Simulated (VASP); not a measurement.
Input:

```xyz
2
Lattice="0.0000 2.2511 2.2511 2.2511 0.0000 2.2511 2.2511 2.2511 0.0000" Properties=species:S:1:pos:R:3 pbc="T T T"
B      0.0000     0.0000     0.0000
P      1.1256     1.1256     1.1256
```

These are PW91 GGA, VASP's PBE PAW potentials (set 64) (plane waves; VASP 6.6.1) values and carry that method's errors. Settings: 520 eV cut-off, 10×10×10 Γ-centred mesh, Gaussian smearing of 0.050 eV, potentials B P.

The job: BP (zinc blende), 2 atoms, PW91, static run, 520 eV, 10×10×10 Γ-centred mesh. Roughly how much core time does it take on a busy server core?

About 6 core-seconds (one run on a shared machine, a rough figure). It had 47 irreducible k-points, 8 bands, up to 636 plane waves and 13 electronic steps.

The compound is BP in the zinc blende structure. This cell is one point of a volume scan, at 0.97 of the reference volume.
